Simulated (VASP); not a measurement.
Band gaps of BaTiO₃ (space group Pm-3m) from VASP (PAW), without and with spin-orbit coupling. Semilocal levels are at their own relaxed cell, hybrids and mBJ at PBE's; 0.00 means no gap at that level.  Unless said otherwise, spin-orbit coupling is left out, though it shifts the bands of the heavy elements here.

The cell of the LDA run:

```cif
data_BaO3Ti
_chemical_formula_sum 'Ba1 Ti1 O3'
_space_group_name_H-M_alt 'P 1'
_space_group_IT_number 1
_cell_length_a 3.95146
_cell_length_b 3.95146
_cell_length_c 3.95146
_cell_angle_alpha 90.000
_cell_angle_beta 90.000
_cell_angle_gamma 90.000
loop_
_space_group_symop_operation_xyz
  'x, y, z'
loop_
_atom_site_label
_atom_site_type_symbol
_atom_site_fract_x
_atom_site_fract_y
_atom_site_fract_z
_atom_site_occupancy
Ba1 Ba 0.50000 0.50000 0.50000 1
Ti1 Ti 0.00000 0.00000 0.00000 1
O1 O 0.50000 0.00000 0.00000 1
O2 O 0.00000 0.50000 0.00000 1
O3 O 0.00000 0.00000 0.50000 1
```

```tsv
level	gap without SOC (eV)	gap with SOC (eV)	shift (eV)
LDA	1.73	___	___
```

**Question.** Some entries are withheld; supply them.

**Answer.** 
- LDA, gap with SOC (eV): 1.71
- LDA, shift (eV): -0.02

Only levels that ran to the end are used. Left out are those held back, those with too coarse a band path, GW runs whose mesh misses a band edge, hybrids' fits of cells that aren't cubic and levels without matching references; a question may draw on a part of the rest.

The structure comes from a computed database's BaTiO3 entry (Pm-3m); how it stands against other phases isn't given here. It was relaxed first. Symmetry was kept, so distortions that lower it aren't found.
